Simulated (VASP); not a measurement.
An input for Ansatz (written as the equivalent of a VASP run, and not itself run):

Ansatz 0.2 input:
```yaml
crystal:
  lattice:
    - [2.9938400, 0.0000000, 0.0000000]
    - [-1.4969200, 2.5927410, 0.0000000]
    - [0.0000000, 0.0000000, 4.8514800]
  atoms:
    - { symbol: Mg, position: [0.0000000, 0.0000000, 0.5000000] }
    - { symbol: Al, position: [0.3333330, 0.6666670, 0.0000000] }
kpoints:
  mp_grid: { grid: [13, 13, 7] }
hamiltonian:
  xc: lda
  pseudopotentials: { kind: paw }
scf:
  occupations: { method: methfessel_paxton, width: 0.1 }
  max_iter: 100
relax:
  max_steps: 60
  f_tol: 0.01
  cell: {}
output: { forces: true, stress: true, eigenvalues: true }
```

Q: Write the VASP files for the same calculation (LDA).

A: One answer among several that fit: 
File KPOINTS:
```
Automatic mesh
0
Gamma
13 13 7
0 0 0
```

File POSCAR:
```
MgAl
1
    2.9938400000     0.0000000000     0.0000000000
   -1.4969200000     2.5927410000     0.0000000000
    0.0000000000     0.0000000000     4.8514800000
Mg Al
1 1
Direct
  0.0000000000   0.0000000000   0.5000000000
  0.3333330000   0.6666670000   0.0000000000
```

INCAR:
```
LWAVE = .FALSE.
ISIF = 3   ! ions, shape and volume
LREAL = .FALSE.
ISMEAR = 1   ! Methfessel-Paxton
SYSTEM = MgAl
ALGO = Normal   ! blocked Davidson
SIGMA = 0.1   ! width (eV)
ENCUT = 400
NSW = 60   ! most ionic steps
LCHARG = .FALSE.
IBRION = 2   ! conjugate gradients
NELM = 100
EDIFFG = -0.01
PREC = Accurate
EDIFF = 1E-6
LASPH = .TRUE.   ! aspherical one-centre terms
```

POTCAR, in this order: Mg Al (LDA.64 set). Program: vasp_std.

The two are equivalent in intent, not identical: each code has its own PAW files, so the cut-off isn't converted (ENCUT is set for VASP's; basis.ecutwfc is left out, and Ansatz then takes the one that its files recommend); Ansatz stops its SCF on the density residual and VASP on the energy change (EDIFF); Ansatz's lda is the Perdew-Wang form, while the LDA potentials of VASP carry Perdew-Zunger's.

The structure comes from a computed database's MgAl entry (P-6m2); how it stands against other phases isn't given here. This run relaxes it. Symmetry was kept, so distortions that lower it aren't found.
